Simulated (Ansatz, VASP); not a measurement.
# MgSi: VASP beside Ansatz, part 2 of 2

One calculation is typed for both programs; each brings its own data sets. How far apart do they land? The cell is taken from a series of runs on this material, whose earlier steps may have relaxed, scaled, displaced or heated it; both programs get it as it stands.

VASP 6.6.1 and Ansatz 0.2.0.

So far: The structure; VASP: relaxation of cell and atoms, PBEsol, pair 1; Ansatz: relaxation of cell and atoms, PBEsol, pair 1; Differences.

## Step 5: VASP: relaxation of cell and atoms, PBEsol, pair 2

Level of this step: PBEsol; plane waves and PAW (Mg, Si) (VASP).

The relaxed volume is the usual yardstick between codes: in a stiff, nearly cubic crystal its relative difference is about their pressure difference at one cell divided by the bulk modulus.

INCAR

```
SYSTEM = MgSi
PREC = Accurate
ENCUT = 600
EDIFF = 1E-07
NELM = 120
ISMEAR = 1
SIGMA = 0.15
LREAL = .FALSE.
ALGO = Normal
GGA = PS
NBANDS = 12
LORBIT = 11
LWAVE = .FALSE.
LCHARG = .FALSE.
ISIF = 3
IBRION = 2
NSW = 80
EDIFFG = -0.005
LASPH = .TRUE.
GGA_COMPAT = .FALSE.
NELMIN = 4
KPAR = 2
```

POSCAR

```
MgSi
1.0
   -2.0421080000      4.0180710000      2.1056340000
    2.0421080000     -4.0180710000      2.1056340000
    2.0421080000      4.0180710000     -2.1056340000
Mg Si
2 2
Direct
    0.0000000000      0.0000000000      0.0000000000
    0.5000000000      0.0000000000      0.5000000000
    0.2114940825      0.4614940203      0.7500000622
    0.7885060419      0.5385059797      0.2500000622
```

KPOINTS

```
Automatic mesh
0
Gamma
14 14 14
0 0 0
```

The projector-augmented-wave data sets are Mg and Si (PBE family, release 64).

On the command line:

```bash
mpirun -np 2 vasp_std
```

Numbers of over 12 decimals in the logs are rounded to 6 here.

The program printed:

```text
[banner, memory and clock lines left out]
running    2 mpi-ranks, on    1 nodes
[...]
[... a notice as in an earlier step ...]

 LDA part: xc-table for (Slater+PW92), standard interpolation
 POSCAR, INCAR and KPOINTS ok, starting setup
[...]
entering main loop
       N       E                     dE             d eps       ncg     rms          rms(c)
DAV:   1     0.174535658331E+02    0.17454E+02   -0.50288E+03 10288   0.896E+02
DAV:   2    -0.136135801614E+02   -0.31067E+02   -0.29270E+02 12984   0.110E+02
DAV:   3    -0.149879090714E+02   -0.13743E+01   -0.13497E+01 13260   0.205E+01
DAV:   4    -0.150015092157E+02   -0.13600E-01   -0.13591E-01 11832   0.242E+00
[...]
DAV:  10    -0.147412429077E+02    0.23399E-05   -0.11990E-05 12116   0.198E-02    0.137E-02
DAV:  11    -0.147412404712E+02    0.24365E-05   -0.41727E-06 12000   0.111E-02    0.837E-03
DAV:  12    -0.147412405242E+02   -0.53013E-07   -0.33056E-07 11500   0.308E-03
   1 F= -.14741241E+02 E0= -.14741687E+02  d E =-.147412E+02
[... from here on, the cycles between the ionic steps are left out ...]
   2 F= -.14741367E+02 E0= -.14741819E+02  d E =-.126943E-03
   3 F= -.14741480E+02 E0= -.14741936E+02  d E =-.239543E-03
   4 F= -.14741541E+02 E0= -.14741975E+02  d E =-.607109E-04
   5 F= -.14741544E+02 E0= -.14741970E+02  d E =-.638260E-04
   6 F= -.14741600E+02 E0= -.14741985E+02  d E =-.560809E-04
   7 F= -.14741654E+02 E0= -.14741951E+02  d E =-.110112E-03
   8 F= -.14741659E+02 E0= -.14741926E+02  d E =-.114791E-03
   9 F= -.14741693E+02 E0= -.14741958E+02  d E =-.345507E-04
 trial-energy change:   -0.000035  1 .order   -0.000035   -0.000057   -0.000013
 step:   3.0199(harm=  3.0199)  dis= 0.00141  next Energy=   -14.741695 (dE=-0.365E-04)
 reached required accuracy - stopping structural energy minimisation
```

OUTCAR, selected parts (step 5):

```text
  Total        0.0043510     -0.0035265     -0.0090385      0.0000000      0.0000000      0.0000000
  in kB        0.1012120     -0.0820330     -0.2102532      0.0000000      0.0000000      0.0000000
  external PRESSURE =      -0.0636914 kB  Pullay stress =       0.0000000 kB

 POSITION                                       TOTAL-FORCE (eV/Angst)
 -----------------------------------------------------------------------------------
     -0.00000      0.00000      0.00000        -0.000000      0.000000     -0.000000
      0.00000      4.01286      0.00000        -0.000000      0.000000     -0.000000
      2.04517      2.00643     -0.14621        -0.000000      0.000000     -0.000596
      0.00000      2.00643      2.24429         0.000000     -0.000000      0.000596
 -----------------------------------------------------------------------------------
    total drift:                                0.000000     -0.000070     -0.000000

  FREE ENERGIE OF THE ION-ELECTRON SYSTEM (eV)
  ---------------------------------------------------
  free  energy   TOTEN  =       -14.7416932356 eV

  energy  without entropy=      -14.7424876840  energy(sigma->0) =      -14.74195805

[... 2 parts as in an earlier step ...]

[... 2 further parts left out ...]
[key lines of the parts left out:]
E-fermi :   6.1895
```

## Step 6: Ansatz: relaxation of cell and atoms, PBEsol, pair 2

The same cell, functional, mesh and smearing now go to Ansatz, which takes its cutoff from its data sets.

The cell is taken from a series of runs on this material, whose earlier steps may have relaxed, scaled, displaced or heated it; both programs get it as it stands.

input.yaml

```yaml
crystal:
  lattice:
    - [-2.0421076322, 4.0180713427, 2.105634204]
    - [2.0421076322, -4.0180713427, 2.105634204]
    - [2.0421076322, 4.0180713427, -2.105634204]
  atoms:
    - { symbol: Mg, position: [0.0, 0.0, 0.0] }
    - { symbol: Mg, position: [0.5, 0.0, 0.5] }
    - { symbol: Si, position: [0.2114940817, 0.4614940817, 0.75] }
    - { symbol: Si, position: [0.7885059183, 0.5385059183, 0.25] }
kpoints:
  mp_grid: { grid: [14, 14, 14] }
hamiltonian:
  xc: pbesol
  pseudopotentials: { kind: nc }
scf:
  occupations: { method: methfessel_paxton, width: 0.15 }
output:
  forces: true
  stress: true
  eigenvalues: true
relax:
  adjacent_minimum: "off"
  f_tol: 0.001
  max_steps: 60
  cell: { stress_tol: 0.01 }
```

On the command line:

```bash
ansatz run input.yaml --threads 4 --pin off --max-ram 7168MiB --backend cpu --events-out ev --progress --plain --runs-dir out
```

The program printed:

```text
[...]
Crystal: 4 atoms, lattice volume = 69.110 Å³
Basis set: ecut = 1142.878222 eV, 6071 PW (Γ), exchange–correlation on 120×120×120 points (8 copies of the dense FFT grid, shifted against one another)
Bands: 18, of which v1, the nominal top of the filled ones, is band 14 counted from 1 (13 counted from 0)
Symmetry: 8 space group operations
[...]
k-points: 428 of 2744
[...]
--- Relaxed structure (6 steps of the walk, 6 accepted, 1 SCFs on fresh bases) ---
[...]
cell:  # Å, volume = 69.0258 Å³
    - [-2.043568, 4.018156, 2.101529]
    - [2.043568, -4.018156, 2.101529]
    - [2.043568, 4.018156, -2.101529]
  atoms:
    - { symbol: Mg, position: [0, 0, 0] }
    - { symbol: Mg, position: [0.5, 0, 0.5] }
    - { symbol: Si, position: [0.213953, 0.463953, 0.75] }
    - { symbol: Si, position: [0.786047, 0.536047, 0.25] }
[key lines of the parts left out:]
SCF converged after 4 iterations
Free energy (F): -3457.643219 eV
Fermi energy:    8.379589 eV
P = ⅓ Tr σ = -0.0023 GPa (-0.023 kbar)
```

## Step 7: Comparison

What differs besides the data sets and the points named for the pairs above, as far as they apply: the data sets hold 28 valence electrons in Ansatz (on norm-conserving files, of PseudoDojo where its log says so) and 12 in VASP. Total energies have different zeros and are not compared.

Compared:

```csv
quantity,Ansatz,VASP,difference
volume (Å³),69.03,68.88,+0.22 %
"edge a after relaxation, in the typed setting (Å)",4.974,4.969,+0.10 %
```

## Step 8: Ansatz: relaxation of cell and atoms, PBEsol, pair 3

The relaxed volume is the usual yardstick between codes: in a stiff, nearly cubic crystal its relative difference is about their pressure difference at one cell divided by the bulk modulus.

The cell is taken from a series of runs on this material, whose earlier steps may have relaxed, scaled, displaced or heated it; both programs get it as it stands.

input.yaml, the sections that differ from step 6:

```yaml
crystal:
  lattice:
    - [-2.9379161965, -2.9379161965, 0.0]
    - [-2.9379161965, 2.9379161965, 0.0]
    - [-2.9379161965, 0.0, -3.9576587989]
  atoms:
    - { symbol: Mg, position: [1.0, 0.0, 0.0] }
    - { symbol: Mg, position: [0.5, 0.5, 0.0] }
    - { symbol: Si, position: [0.2343416884, 0.7612053001, 0.5] }
    - { symbol: Si, position: [0.7656583116, 0.2387946999, 0.5] }
kpoints:
  mp_grid: { grid: [10, 10, 10] }
relax:
  adjacent_minimum: "off"
  f_tol: 0.002
  max_steps: 120
  cell: { stress_tol: 0.03 }
# hamiltonian, scf, output: as in step 6
```

The program printed:

```text
[...]
Crystal: 4 atoms, lattice volume = 68.320 Å³
Basis set: ecut = 1142.878222 eV, 6009 PW (Γ), exchange–correlation on 96×96×120 points (8 copies of the dense FFT grid, shifted against one another)
Bands: 18, of which v1, the nominal top of the filled ones, is band 14 counted from 1 (13 counted from 0)
Symmetry: 4 space group operations
[...]
k-points: 282 of 1000
[...]
--- Relaxed structure (14 steps of the walk, 10 accepted, 1 SCFs on fresh bases) ---
[...]
cell:  # Å, volume = 69.1097 Å³
    - [-2.977898, -2.977735, 0.0]
    - [-2.888058, 2.887894, 0.0]
    - [-2.932978, -0.044920, -4.018071]
  atoms:
    - { symbol: Mg, position: [1.0, -1.1102230246251565e-16, 0.0] }
    - { symbol: Mg, position: [0.5, 0.500000, 0.0] }
    - { symbol: Si, position: [0.211494, 0.750059, 0.5] }
    - { symbol: Si, position: [0.788506, 0.249941, 0.5] }
[key lines of the parts left out:]
SCF converged after 4 iterations
Free energy (F): -3457.647008 eV
Fermi energy:    8.357548 eV
P = ⅓ Tr σ = 0.0161 GPa (0.161 kbar)
```

## Step 9: VASP: relaxation of cell and atoms, PBEsol, pair 3

The same cell, functional, mesh and smearing now go to VASP, with its own data sets.

INCAR is that of step 5.

POSCAR

```
MgSi
1.0
   -2.9379160000     -2.9379160000      0.0000000000
   -2.9379160000      2.9379160000      0.0000000000
   -2.9379160000      0.0000000000     -3.9576590000
Mg Si
2 2
Direct
    0.0000000000      0.0000000000      0.0000000000
    0.5000000000      0.5000000000      0.0000000000
    0.2343418551      0.7612054550      0.4999998737
    0.7656584414      0.2387948415      0.4999998737
```

KPOINTS

```
Automatic mesh
0
Gamma
10 10 10
0 0 0
```

On the command line:

```bash
mpirun -np 2 vasp_std
```

The program printed:

```text
[... set-up lines as in an earlier step ...]
 entering main loop
       N       E                     dE             d eps       ncg     rms          rms(c)
DAV:   1     0.173659880858E+02    0.17366E+02   -0.49704E+03  6784   0.892E+02
DAV:   2    -0.136250909611E+02   -0.30991E+02   -0.29220E+02  8484   0.111E+02
DAV:   3    -0.149535418606E+02   -0.13285E+01   -0.12999E+01  8704   0.202E+01
DAV:   4    -0.149670550762E+02   -0.13513E-01   -0.13494E-01  7672   0.238E+00
[...]
DAV:  10    -0.147386742357E+02    0.61023E-05   -0.16936E-05  7740   0.214E-02    0.874E-03
DAV:  11    -0.147386727307E+02    0.15050E-05   -0.37009E-06  7908   0.101E-02    0.922E-03
DAV:  12    -0.147386728196E+02   -0.88893E-07   -0.24196E-07  7332   0.269E-03
   1 F= -.14738673E+02 E0= -.14738702E+02  d E =-.147387E+02
[... from here on, the cycles between the ionic steps are left out ...]
   2 F= -.14739668E+02 E0= -.14739625E+02  d E =-.995097E-03
   3 F= -.14740030E+02 E0= -.14739935E+02  d E =-.135675E-02
  29 F= -.14744613E+02 E0= -.14744803E+02  d E =-.580588E-03
  30 F= -.14744699E+02 E0= -.14744875E+02  d E =-.866833E-04
  31 F= -.14744780E+02 E0= -.14744922E+02  d E =-.167491E-03
  32 F= -.14744786E+02 E0= -.14744914E+02  d E =-.173509E-03
  33 F= -.14744884E+02 E0= -.14745009E+02  d E =-.980459E-04
  34 F= -.14745108E+02 E0= -.14745224E+02  d E =-.321498E-03
  35 F= -.14745246E+02 E0= -.14745347E+02  d E =-.460225E-03
  36 F= -.14745251E+02 E0= -.14745354E+02  d E =-.465389E-03
  37 F= -.14745278E+02 E0= -.14745381E+02  d E =-.264112E-04
  38 F= -.14745307E+02 E0= -.14745409E+02  d E =-.551659E-04
  39 F= -.14745312E+02 E0= -.14745414E+02  d E =-.545281E-05
  40 F= -.14745318E+02 E0= -.14745419E+02  d E =-.115803E-04
[...]
reached required accuracy - stopping structural energy minimisation
```

From OUTCAR (step 9):

```text
  Total       -0.0065524      0.0030600     -0.0018821     -0.0065402      0.0000000      0.0000000
  in kB       -0.1521506      0.0710553     -0.0437040     -0.1518657      0.0000000      0.0000000
  external PRESSURE =      -0.0415998 kB  Pullay stress =       0.0000000 kB

 POSITION                                       TOTAL-FORCE (eV/Angst)
 -----------------------------------------------------------------------------------
     -0.00000     -0.00000      0.00000         0.000000      0.000000      0.000000
     -2.93386     -0.04427      0.00000        -0.000000      0.000000      0.000000
     -4.27044      1.51466     -2.00763         0.001911     -0.002874      0.000000
     -4.53114     -1.64748     -2.00763        -0.001911      0.002874      0.000000
 -----------------------------------------------------------------------------------
    total drift:                                0.000060      0.000003     -0.000071

  FREE ENERGIE OF THE ION-ELECTRON SYSTEM (eV)
  ---------------------------------------------------
  free  energy   TOTEN  =       -14.7453181758 eV

  energy  without entropy=      -14.7456213154  energy(sigma->0) =      -14.74541922

[... 1 part as in an earlier step ...]

[... 3 further parts left out ...]
[key lines of the parts left out:]
E-fermi :   6.1673
```

## Step 10: Differences

What differs besides the data sets and the points named for the pairs above, as far as they apply: the data sets hold 28 valence electrons in Ansatz (on norm-conserving files, of PseudoDojo where its log says so) and 12 in VASP. Total energies have different zeros and are not compared.

Both answers:

```csv
quantity,Ansatz,VASP,difference
volume (Å³),69.11,69.00,+0.16 %
"edge a after relaxation, in the typed setting (Å)",4.211,4.208,+0.08 %
"edge b after relaxation, in the typed setting (Å)",4.084,4.084,+0.01 %
"edge c after relaxation, in the typed setting (Å)",4.975,4.973,+0.04 %
```

Found at a tolerance of 0.01 Å, the end structures differ in symmetry: Imma in Ansatz, C2/m in VASP; the atoms lie within 0.05 Å of each other, which can come from where the walks stopped or from unlike electronic states.

## Step 11: Outcome

* difference in volume (relaxation of cell and atoms, PBEsol, pair 1): 0.21 %
* difference in volume (relaxation of cell and atoms, PBEsol, pair 2): 0.22 %
* difference in volume (relaxation of cell and atoms, PBEsol, pair 3): 0.16 %

**Reading.** The difference in volume is 0.22 % (relaxation of cell and atoms, PBEsol, pair 2), within the 1.2 % picked in this series as the mark of a large difference, as far as the stopping tolerances let one tell. The data sets hold unlike numbers of valence electrons (28 in Ansatz and 12 in VASP), so part of the differences comes from the potentials. Such differences can come from data sets, numerical settings and the points named under the comparisons, not from the functional's error against experiment.

[Lines on the potential files, build, host, timing and source positions are cut from VASP's logs without a mark.]

[Logs are printed without paths, hosts, clocks, repeated set-up lines and the standing remarks that a program may print on its own settings, such as how far it seeks lower states.]

[Hosts, paths, dates, database ids (printed as entryN), source tags and the programs' standing remarks are cut or masked in the printed files.]
